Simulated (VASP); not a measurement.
Si (space group I4_1/amd): computed properties

Computed with LDA (Ceperley-Alder, Perdew-Zunger), VASP's LDA PAW potentials (set 64) (plane waves; VASP).

| Quantity | Value |
|---|---|
| space group | I4_1/amd (141) |
| cell | a = b = 4.7433 Å, c = 2.6355 Å, α = β = γ = 90.00° |
| volume per atom | 14.82 Å^3/atom |
| band gap (over mesh and band path) | none (metal, semimetal or under 0.01 eV) |
| Hill bulk modulus | 1170 kbar |
| Hill shear modulus | 475 kbar |
| Poisson's ratio | 0.321 |
| density | 3.15 g/cm³ |
| optical Γ-point spectrum | 136, 327 (×2) cm⁻¹ |
| C11 | 167 GPa |
| C12 | 143 GPa |
| C13 | 69.3 GPa |
| C33 | 167 GPa |
| C44 | 66.3 GPa |
| C66 | 92.1 GPa |

```cif
data_Si2
_chemical_formula_sum 'Si2'
_space_group_name_H-M_alt 'P 1'
_space_group_IT_number 1
_cell_length_a 3.60361
_cell_length_b 3.60361
_cell_length_c 3.60361
_cell_angle_alpha 97.685
_cell_angle_beta 97.685
_cell_angle_gamma 137.102
loop_
_space_group_symop_operation_xyz
  'x, y, z'
loop_
_atom_site_label
_atom_site_type_symbol
_atom_site_fract_x
_atom_site_fract_y
_atom_site_fract_z
_atom_site_occupancy
Si1 Si 0.25000 0.75000 0.50000 1
Si2 Si 0.50000 0.50000 0.00000 1
```

Finite-difference elastic constants of metals are sensitive to mesh and smearing; shear constants can be off by tens of GPa.

The structure comes from a computed database's Si entry (I4_1/amd); how it stands against other phases isn't given here. It was relaxed first. Symmetry was kept, so distortions that lower it aren't found.
